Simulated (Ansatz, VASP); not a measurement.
# InCl3 in two plane-wave programs, part 2 of 2

One calculation is typed for both programs; each brings its own data sets. How far apart do they land? The cell is generated by rule, not measured, and may not be a known phase. The cell is taken from a series of runs on this material, whose earlier steps may have relaxed, scaled, displaced or heated it; both programs get it as it stands.

VASP 6.6.1 and Ansatz 0.2.0.

So far. Step 5 (Ansatz: single point, PBEsol, pair 2): The run ends at a pressure of -0.27 GPa, with forces up to 0.16 eV/Å.

## Step 6: VASP: single point, PBEsol, pair 2

Level of this step: PBEsol; plane waves and PAW (In_d, Cl); invented cell (VASP).

The same cell, functional, mesh and smearing now go to VASP, with its own data sets.

Input file INCAR:

```
SYSTEM = InCl3
PREC = Accurate
ENCUT = 500
EDIFF = 1E-06
NELM = 120
ISMEAR = 1
SIGMA = 0.2
LREAL = .FALSE.
ALGO = Normal
GGA = PS
NBANDS = 42
LORBIT = 11
LWAVE = .FALSE.
LCHARG = .FALSE.
ISIF = 2
LASPH = .TRUE.
GGA_COMPAT = .FALSE.
EFERMI = MIDGAP
KPAR = 2
```

Input file POSCAR:

```
InCl3
1.0
   -5.0239648185      0.0000000000      0.0000000000
    0.0000000000     -5.0239648185     -5.0239648185
    0.0000000000     -5.0239648185      5.0239648185
In Cl
2 6
Direct
    0.0000000000      0.5000000000      0.5000000000
    0.0000000000      0.0000000000      0.0000000000
    0.5000000000      0.5000000000      0.5000000000
    0.5000000000      0.0000000000      0.0000000000
    0.0000000000      0.2718950578      0.2281049422
    0.0000000000      0.7281049422      0.7718950578
    0.0000000000      0.2281049422      0.7281049422
    0.0000000000      0.7718950578      0.2718950578
```

Input file KPOINTS:

```
Automatic mesh
0
Gamma
8 6 6
0 0 0
```

The projector-augmented-wave data sets are In_d and Cl (PBE family, release 64).

Started as:

```
mpirun -np 2 vasp_std
```

Numbers of over 12 decimals in the logs are rounded to 6 here.

What it wrote:

```text
[banner, memory and clock lines left out]
running    2 mpi-ranks, on    1 nodes
[...]
[... a notice as in an earlier step ...]

 LDA part: xc-table for (Slater+PW92), standard interpolation
 POSCAR, INCAR and KPOINTS ok, starting setup
[...]
entering main loop
       N       E                     dE             d eps       ncg     rms          rms(c)
DAV:   1     0.708106664302E+03    0.70811E+03   -0.28810E+04  4200   0.153E+03
DAV:   2     0.867833129405E+02   -0.62132E+03   -0.59661E+03  4974   0.377E+02
DAV:   3    -0.206034039939E+02   -0.10739E+03   -0.10518E+03  5090   0.175E+02
DAV:   4    -0.266086723768E+02   -0.60053E+01   -0.59788E+01  5248   0.474E+01
[...]
DAV:  12    -0.250993196471E+02   -0.76087E-05   -0.36224E-05  5890   0.354E-02    0.168E-02
DAV:  13    -0.250993228682E+02   -0.32211E-05   -0.42567E-06  4800   0.253E-02    0.552E-03
DAV:  14    -0.250993235198E+02   -0.65159E-06   -0.73325E-07  3414   0.598E-03
   1 F= -.25099324E+02 E0= -.25105470E+02  d E =0.184398E-01
```

OUTCAR, selected parts (step 6):

```text
  Total       -0.0555961     -0.7036865     -0.7036865      0.0000000      0.0000000     -0.0000000
  in kB       -0.3512245     -4.4454944     -4.4454944      0.0000000      0.0000000     -0.0000000
  external PRESSURE =      -3.0807377 kB  Pullay stress =       0.0000000 kB

 POSITION                                       TOTAL-FORCE (eV/Angst)
 -----------------------------------------------------------------------------------
      0.00000     -5.02396      0.00000         0.000000      0.000000     -0.000000
      0.00000      0.00000      0.00000         0.000000      0.000000      0.000000
     -2.51198     -5.02396      0.00000         0.000000      0.000000      0.000000
     -2.51198      0.00000      0.00000         0.000000      0.000000      0.000000
      0.00000     -2.51198     -0.22000         0.000000      0.000000     -0.161818
      0.00000     -7.53595      0.22000        -0.000000      0.000000      0.161818
      0.00000     -4.80396      2.51198         0.000000      0.161818      0.000000
      0.00000     -5.24396     -2.51198         0.000000     -0.161818      0.000000
 -----------------------------------------------------------------------------------
    total drift:                               -0.000000     -0.000000     -0.000000

  FREE ENERGIE OF THE ION-ELECTRON SYSTEM (eV)
  ---------------------------------------------------
  free  energy   TOTEN  =       -25.0993235198 eV

  energy  without entropy=      -25.1177632730  energy(sigma->0) =      -25.10547010

[... 2 parts as in an earlier step ...]

[... 1 further part left out ...]
[key lines of the parts left out:]
E-fermi :  -0.5947
```

The run ends at a pressure of -0.31 GPa, with forces up to 0.16 eV/Å.

## Step 7: Differences

The two programs side by side:

```csv
quantity,Ansatz,VASP,difference
pressure (GPa),-0.27,-0.31,+0.04
```

Forces (eV/Å; atoms numbered as in POSCAR):

```csv
atom,"Ansatz x, y, z","VASP x, y, z"
In1,"0.000, 0.000, 0.000","0.000, 0.000, 0.000"
In2,"0.000, 0.000, 0.000","0.000, 0.000, 0.000"
Cl3,"0.000, 0.000, 0.000","0.000, 0.000, 0.000"
Cl4,"0.000, 0.000, 0.000","0.000, 0.000, 0.000"
Cl5,"0.000, 0.000, -0.162","0.000, 0.000, -0.162"
Cl6,"0.000, 0.000, 0.162","0.000, 0.000, 0.162"
Cl7,"0.000, 0.162, 0.000","0.000, 0.162, 0.000"
Cl8,"0.000, -0.162, 0.000","0.000, -0.162, 0.000"
```

The forces differ by 0.1 meV/Å r.m.s., which is 0.1 % of the r.m.s. force of 0.066 eV/Å (both taken over all components).

## Step 8: VASP: single point, PBEsol, pair 3

A single point takes one fixed geometry, so differences don't come from the geometry; what else differs is listed under the comparison.

INCAR is that of step 6.

Input file POSCAR:

```
InCl3
1.0
   -5.0239648185      0.0000000000      0.0000000000
    0.0000000000     -5.0239648185     -5.0239648185
    0.0000000000     -5.0239648185      5.0239648185
In Cl
2 6
Direct
    0.0000000000      0.5000000000      0.5000000000
    0.0000000000      0.0000000000      0.0000000000
    0.5000000000      0.5000000000      0.5000000000
    0.5000000000      0.0000000000      0.0000000000
    0.0000000000      0.2818473568      0.2181526432
    0.0000000000      0.7181526432      0.7818473568
    0.0000000000      0.2181526432      0.7181526432
    0.0000000000      0.7818473568      0.2818473568
```

KPOINTS is that of step 6.

Started as:

```
mpirun -np 2 vasp_std
```

What it wrote:

```text
[... set-up lines as in an earlier step ...]
 entering main loop
       N       E                     dE             d eps       ncg     rms          rms(c)
DAV:   1     0.706889733959E+03    0.70689E+03   -0.28805E+04  4200   0.153E+03
DAV:   2     0.876117059727E+02   -0.61928E+03   -0.59469E+03  4962   0.376E+02
DAV:   3    -0.206481234889E+02   -0.10826E+03   -0.10617E+03  5062   0.175E+02
DAV:   4    -0.266571935573E+02   -0.60091E+01   -0.59849E+01  5256   0.473E+01
[...]
DAV:  12    -0.251682187440E+02   -0.87839E-05   -0.42289E-05  6186   0.388E-02    0.173E-02
DAV:  13    -0.251682222436E+02   -0.34996E-05   -0.46237E-06  4932   0.174E-02    0.650E-03
DAV:  14    -0.251682228830E+02   -0.63940E-06   -0.63380E-07  3370   0.817E-03
   1 F= -.25168223E+02 E0= -.25173655E+02  d E =0.162958E-01
```

From OUTCAR (step 8):

```text
  Total       -0.1136857     -1.4092887     -1.4092887      0.0000000      0.0000000      0.0000000
  in kB       -0.7182021     -8.9030908     -8.9030908      0.0000000      0.0000000      0.0000000
  external PRESSURE =      -6.1747946 kB  Pullay stress =       0.0000000 kB

 POSITION                                       TOTAL-FORCE (eV/Angst)
 -----------------------------------------------------------------------------------
      0.00000     -5.02396      0.00000         0.000000     -0.000000     -0.000000
      0.00000      0.00000      0.00000         0.000000     -0.000000     -0.000000
     -2.51198     -5.02396      0.00000         0.000000     -0.000000     -0.000000
     -2.51198      0.00000      0.00000         0.000000      0.000000     -0.000000
      0.00000     -2.51198     -0.32000        -0.000000      0.000000     -0.176915
      0.00000     -7.53595      0.32000         0.000000      0.000000      0.176915
      0.00000     -4.70396      2.51198         0.000000      0.176915     -0.000000
      0.00000     -5.34396     -2.51198        -0.000000     -0.176915     -0.000000
 -----------------------------------------------------------------------------------
    total drift:                               -0.000000     -0.000000     -0.000000

  FREE ENERGIE OF THE ION-ELECTRON SYSTEM (eV)
  ---------------------------------------------------
  free  energy   TOTEN  =       -25.1682228830 eV

  energy  without entropy=      -25.1845186641  energy(sigma->0) =      -25.17365481

[... 2 parts as in an earlier step ...]

[... 1 further part left out ...]
[key lines of the parts left out:]
E-fermi :  -0.5915
```

The run ends at a pressure of -0.62 GPa, with forces up to 0.18 eV/Å.

## Step 9: Ansatz: single point, PBEsol, pair 3

The same cell, functional, mesh and smearing now go to Ansatz, which takes its cutoff from its data sets.

The cell is taken from a series of runs on this material, whose earlier steps may have relaxed, scaled, displaced or heated it; both programs get it as it stands.

Input file input.yaml:

```yaml
crystal:
  lattice:
    - [-5.0239648185, 0.0, 0.0]
    - [0.0, -5.0239648185, -5.0239648185]
    - [0.0, -5.0239648185, 5.0239648185]
  atoms:
    - { symbol: In, position: [0.0, 0.5, 0.5] }
    - { symbol: In, position: [0.0, 0.0, 0.0] }
    - { symbol: Cl, position: [0.5, 0.5, 0.5] }
    - { symbol: Cl, position: [0.5, 0.0, 0.0] }
    - { symbol: Cl, position: [0.0, 0.2818473568, 0.2181526432] }
    - { symbol: Cl, position: [0.0, 0.7181526432, 0.7818473568] }
    - { symbol: Cl, position: [0.0, 0.2181526432, 0.7181526432] }
    - { symbol: Cl, position: [0.0, 0.7818473568, 0.2818473568] }
kpoints:
  mp_grid: { grid: [8, 6, 6] }
hamiltonian:
  xc: pbesol
scf:
  occupations: { method: methfessel_paxton, width: 0.2 }
output:
  forces: true
  stress: true
  eigenvalues: true
```

Started as:

```
ansatz run input.yaml --threads 4 --pin off --max-ram 7168MiB --backend cpu --events-out ev --progress --plain --runs-dir out
```

What it wrote:

```text
[...]
Crystal: 8 atoms, lattice volume = 253.612 Å³
Basis set: ecut = 420 eV, 4981 PW (Γ), exchange–correlation on 72×96×96 points (8 copies of the dense FFT grid, shifted against one another)
Bands: 42, of which v1, the nominal top of the filled ones, is band 34 counted from 1 (33 counted from 0)
Symmetry: 16 space group operations
[...]
k-points: 50 of 288
[...]
k-point 0: bands = [... 30 lower, -0.0687, -0.0565, -0.0337, -0.0337, 0.9401, 5.3086, 6.7440, 6.7440, ... 2 higher]
  k-point 1: bands = [... 30 lower, -0.0714, -0.0666, -0.0189, 0.1558, 1.1039, 4.6678, 7.0264, 7.3500, ... 2 higher]
  k-point 2: bands = [... 30 lower, -0.1125, -0.0933, 0.0534, 0.2291, 1.6988, 3.6286, 7.6601, 7.9750, ... 2 higher]
  k-point 49: bands = [... 30 lower, -0.2239, -0.2239, 0.6135, 0.6135, 5.4082, 5.4082, 6.6598, 6.6598, ... 2 higher]
[key lines of the parts left out:]
SCF converged after 6 iterations
Free energy (F): -17422.888257 eV
Fermi energy:    0.685006 eV
P = ⅓ Tr σ = -0.5763 GPa (-5.763 kbar)
```

The run ends at a pressure of -0.58 GPa, with forces up to 0.18 eV/Å.

## Step 10: Differences

Both answers:

```csv
quantity,Ansatz,VASP,difference
pressure (GPa),-0.58,-0.62,+0.04
```

Forces (eV/Å; atoms numbered as in POSCAR):

```csv
atom,"Ansatz x, y, z","VASP x, y, z"
In1,"0.000, 0.000, 0.000","0.000, 0.000, 0.000"
In2,"0.000, 0.000, 0.000","0.000, 0.000, 0.000"
Cl3,"0.000, 0.000, 0.000","0.000, 0.000, 0.000"
Cl4,"0.000, 0.000, 0.000","0.000, 0.000, 0.000"
Cl5,"0.000, 0.000, -0.177","0.000, 0.000, -0.177"
Cl6,"0.000, 0.000, 0.177","0.000, 0.000, 0.177"
Cl7,"0.000, 0.177, 0.000","0.000, 0.177, 0.000"
Cl8,"0.000, -0.177, 0.000","0.000, -0.177, 0.000"
```

The forces differ by 0.1 meV/Å r.m.s., which is 0.1 % of the r.m.s. force of 0.072 eV/Å (both taken over all components).

## Step 11: What came out

| Quantity | Value |
| --- | --- |
| difference in pressure (single point, PBEsol, pair 1) | 0.039 GPa |
| difference in pressure (single point, PBEsol, pair 2) | 0.041 GPa |
| difference in pressure (single point, PBEsol, pair 3) | 0.041 GPa |

**Reading.** The difference in pressure is 0.041 GPa (single point, PBEsol, pair 3), within the 1 GPa picked in this series as the mark of a large difference. 5 further pairs of this series are not shown here. Such differences can come from data sets, numerical settings and the points named under the comparisons, not from the functional's error against experiment.

[Lines on the potential files, build, host, timing and source positions are cut from VASP's logs without a mark.]

[Logs are printed without paths, hosts, clocks, repeated set-up lines and the standing remarks that a program may print on its own settings, such as how far it seeks lower states.]

[Hosts, paths, dates, database ids (printed as entryN), source tags and the programs' standing remarks are cut or masked in the printed files.]
